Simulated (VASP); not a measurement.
Output of a VASP run:

**OUTCAR**
```
 ion  position               nearest neighbor table
   1  0.500  0.000  0.770-   3 2.26   4 2.26   3 2.26   4 2.26   2 3.59   2 3.59   2 3.59   2 3.59
  LATTYP: Found a simple tetragonal cell.
 ALAT       =     3.8677917736
 C/A-ratio  =     1.3063375280
 Subroutine PRICEL returns:
 Original cell was already a primitive cell.
 Subroutine GETGRP returns: Found 16 space group operations
The static configuration has the point symmetry D_2d.
 The point group associated with its full space group is D_4h.
The dynamic configuration has the point symmetry D_2d.
 Subroutine INISYM returns: Found 16 space group operations
 Subroutine IBZKPT returns following result:
 Found    168 irreducible k-points:

 Following reciprocal coordinates:
            Coordinates               Weight
  0.000000  0.000000  0.000000      1.000000
  0.076923  0.000000  0.000000      4.000000
  0.153846  0.000000  0.000000      4.000000
  0.230769  0.000000  0.000000      4.000000
  0.307692  0.000000  0.000000      4.000000
  0.384615  0.000000  0.000000      4.000000
  0.461538  0.000000  0.000000      4.000000
  0.076923  0.076923  0.000000      4.000000
  0.153846  0.076923  0.000000      8.000000
  0.230769  0.076923  0.000000      8.000000
  0.307692  0.076923  0.000000      8.000000
  0.384615  0.076923  0.000000      8.000000
  0.461538  0.076923  0.000000      8.000000
  0.153846  0.153846  0.000000      4.000000
  0.230769  0.153846  0.000000      8.000000
  0.307692  0.153846  0.000000      8.000000
  0.384615  0.153846  0.000000      8.000000
  0.461538  0.153846  0.000000      8.000000
  0.230769  0.230769  0.000000      4.000000
  0.307692  0.230769  0.000000      8.000000
  0.384615  0.230769  0.000000      8.000000
  0.461538  0.230769  0.000000      8.000000
  0.307692  0.307692  0.000000      4.000000
  0.384615  0.307692  0.000000      8.000000
  0.461538  0.307692  0.000000      8.000000
  0.384615  0.384615  0.000000      4.000000
  0.461538  0.384615  0.000000      8.000000
  0.461538  0.461538  0.000000      4.000000
  0.000000  0.000000  0.100000      2.000000
  0.076923  0.000000  0.100000      8.000000
  0.153846  0.000000  0.100000      8.000000
  0.230769  0.000000  0.100000      8.000000
  0.307692  0.000000  0.100000      8.000000
  0.384615  0.000000  0.100000      8.000000
  0.461538  0.000000  0.100000      8.000000
  0.076923  0.076923  0.100000      8.000000
  0.153846  0.076923  0.100000     16.000000
  0.230769  0.076923  0.100000     16.000000
  0.307692  0.076923  0.100000     16.000000
  0.384615  0.076923  0.100000     16.000000
   k-points           NKPTS =    168   k-points in BZ     NKDIM =    168   number of bands    NBANDS=     72
   number of dos      NEDOS =   1001   number of ions     NIONS =      4
   total plane-waves  NPLWV =  36000
   dimension x,y,z NGX =    30 NGY =   30 NGZ =   40
   dimension x,y,z NGXF=    60 NGYF=   60 NGZF=   80
   ions per type =               2   2
   PREC   = accura    normal or accurate (medium, high low for compatibility)
   ISTART =      0    job   : 0-new  1-cont  2-samecut
   ICHARG =      2    charge: 1-file 2-atom 10-const
   ISPIN  =      1    spin polarized calculation?
   LNONCOLLINEAR =      F non collinear calculations
   LSORBIT =      F    spin-orbit coupling
   INIWAV =      1    electr: 0-lowe 1-rand  2-diag
   ENCUT  =  520.0 eV  38.22 Ry    6.18 a.u.   7.19  7.19  9.39*2*pi/ulx,y,z
   NELM   =    100;   NELMIN=  2; NELMDL= -5     # of ELM steps
   EDIFF  = 0.1E-06   stopping-criterion for ELM
   LREAL  =      F    real-space projection
   NLSPLINE    = F    spline interpolate recip. space projectors
   LMAXMIX     =    4 max onsite mixed and CHGCAR
   VOSKOWN=      0    Vosko Wilk Nusair interpolation
   EDIFFG = 0.1E-05   stopping-criterion for IOM
   NSW    =      0    number of steps for IOM
   NBLOCK =      1;   KBLOCK =      1    inner block; outer block
...
```

OSZICAR:
```
       N       E                     dE             d eps       ncg     rms          rms(c)
DAV:   1     0.446301662505E+03    0.44630E+03   -0.14041E+04 33160   0.826E+02
DAV:   2     0.477983167812E+02   -0.39850E+03   -0.34448E+03 25000   0.319E+02
DAV:   3    -0.235594764619E+02   -0.71358E+02   -0.69842E+02 27288   0.859E+01
DAV:   4    -0.265030818929E+02   -0.29436E+01   -0.29385E+01 28368   0.182E+01
DAV:   5    -0.265484333050E+02   -0.45351E-01   -0.45343E-01 32896   0.232E+00    0.118E+01
DAV:   6    -0.228957414422E+02    0.36527E+01   -0.85363E+00 37008   0.179E+01    0.504E+00
DAV:   7    -0.227500659754E+02    0.14568E+00   -0.13049E+00 29000   0.350E+00    0.236E+00
DAV:   8    -0.227235389511E+02    0.26527E-01   -0.17052E-01 28128   0.144E+00    0.457E-01
DAV:   9    -0.227255100783E+02   -0.19711E-02   -0.61074E-03 30048   0.274E-01    0.278E-01
DAV:  10    -0.227261471476E+02   -0.63707E-03   -0.13776E-03 28240   0.177E-01    0.348E-02
DAV:  11    -0.227261392448E+02    0.79027E-05   -0.96320E-05 34368   0.649E-02    0.126E-02
DAV:  12    -0.227261547258E+02   -0.15481E-04   -0.36928E-05 28624   0.193E-02    0.733E-03
DAV:  13    -0.227261545722E+02    0.15358E-06   -0.44687E-06 29560   0.765E-03    0.197E-03
DAV:  14    -0.227261546002E+02   -0.28004E-07   -0.40798E-07 29752   0.265E-03
   1 F= -.22726155E+02 E0= -.22726155E+02  d E =-.257745E-24
 imaginary and real dielectric function
```

OUTCAR:
```
------------------------ aborting loop because EDIFF is reached ----------------------------------------
  FORCE on cell =-STRESS in cart. coord.  units (eV):
  Direction    XX          YY          ZZ          XY          YZ          ZX
  --------------------------------------------------------------------------------------
  Total        0.0103739      0.0103739     -0.0122970      0.0000000      0.0000000      0.0000000
  in kB        0.2198905      0.2198905     -0.2606534      0.0000000      0.0000000      0.0000000
  external PRESSURE =       0.0597092 kB  Pullay stress =       0.0000000 kB
  volume of cell :       75.59
      direct lattice vectors                 reciprocal lattice vectors
     3.867791774  0.000000000  0.000000000     0.258545459  0.000000000  0.000000000
     0.000000000  3.867791774  0.000000000     0.000000000  0.258545459  0.000000000
     0.000000000  0.000000000  5.052641545     0.000000000  0.000000000  0.197916276
 POSITION                                       TOTAL-FORCE (eV/Angst)
 -----------------------------------------------------------------------------------
      1.93390      0.00000      3.88964         0.000000      0.000000     -0.002778
      0.00000      1.93390      1.16300        -0.000000      0.000000      0.002778
      1.93390      1.93390      0.00000         0.000000      0.000000      0.000000
      0.00000      0.00000      0.00000         0.000000      0.000000      0.000000
 -----------------------------------------------------------------------------------
    total drift:                                0.000000      0.000000     -0.000000
  FREE ENERGIE OF THE ION-ELECTRON SYSTEM (eV)
  ---------------------------------------------------
  free  energy   TOTEN  =       -22.7261546002 eV

  energy  without entropy=      -22.7261546002  energy(sigma->0) =      -22.72615460

 plasma frequency squared (from intraband transitions) (eV^2)
  --------------------------------------------------------------------------------------
       0.000       0.000       0.000
       0.000       0.000       0.000
       0.000       0.000       0.000

 plasma frequency squared (from interband transitions, int dw w eps(2)(w)) (eV^2)
  --------------------------------------------------------------------------------------
     443.672       0.000       0.000      -0.000       0.000       0.000
       0.000       0.000     443.672       0.000       0.000      -0.000
       0.000      -0.000       0.000       0.000     443.113       0.000
```
(Selected blocks of OUTCAR.)

File POSCAR:
```
SnO
1
    3.8677917736     0.0000000000     0.0000000000
    0.0000000000     3.8677917736    -0.0000000000
    0.0000000000    -0.0000000000     5.0526415445
Sn O
2 2
Direct
  0.5000000000   0.0000000000   0.7698230672
  1.0000000000   0.5000000000   0.2301769328
  0.5000000000   0.5000000000   1.0000000000
  0.0000000000   1.0000000000   1.0000000000
```

Q: Write an INCAR and KPOINTS that could have produced this output.

A: Several could match; the one computed here: the input of the run itself, PBE GGA, plane waves, VASP's PBE PAW potentials (set 64).

INCAR:
```
SYSTEM = SnO
PREC = Accurate
ENCUT = 520
EDIFF = 1E-7
NELM = 100
ALGO = Normal
LREAL = .FALSE.
LASPH = .TRUE.
ISMEAR = 0
SIGMA = 0.01
GGA = PE
LMAXMIX = 4
LWAVE = .FALSE.
LCHARG = .FALSE.
LOPTICS = .TRUE.
NBANDS = 72
NEDOS = 1001
CSHIFT = 0.1
```

File KPOINTS:
```
Automatic mesh
0
Gamma
13 13 10
0 0 0
```

POTCAR, in this order: Sn_d O (PBE.64 set). Program: vasp_std.

Without a dispersion term in the relaxation, distances and binding between the weakly bound layers, chains or molecules are unreliable, and so is what depends on them.

The compound is SnO in the litharge structure. It was relaxed first, which changed the volume by +8 %.
